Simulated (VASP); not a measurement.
CdTe (zinc blende): the lattice constant a from VASP (plane waves, PAW) at several levels of theory. Static lattice. The measured value holds thermal and zero-point effects that the static calculation lacks.

| level | lattice constant a (Å) | error against measurement |
|---|---|---|
| LDA | 6.422 | -0.9 % |
| PBE | 6.625 | +2.2 % |
| PBEsol | 6.498 | +0.3 % |
| SCAN | 6.536 | +0.9 % |
| r2SCAN | 6.564 | +1.3 % |
| HSE06 | 6.563 | +1.3 % |
| HSEsol | 6.479 | -0.0 % |
| PBE0 | 6.556 | +1.2 % |

Measured: 6.480 Å (as given by M J Lucero et al., Journal of Physics Condensed Matter (2012), arXiv:1111.4515).

The cell of the LDA run:

```
CELL_PARAMETERS angstrom
      0.00000     3.21079     3.21079
      3.21079     0.00000     3.21079
      3.21079     3.21079     0.00000
ATOMIC_POSITIONS crystal
  Cd 0.00000 0.00000 0.00000
  Te 0.25000 0.25000 0.25000
```

Only levels that ran to the end are used. Left out are those held back, those with too coarse a band path, GW runs whose mesh misses a band edge, hybrids' fits of cells that aren't cubic and levels without matching references; a question may draw on a part of the rest.

The compound is CdTe in the zinc blende structure.
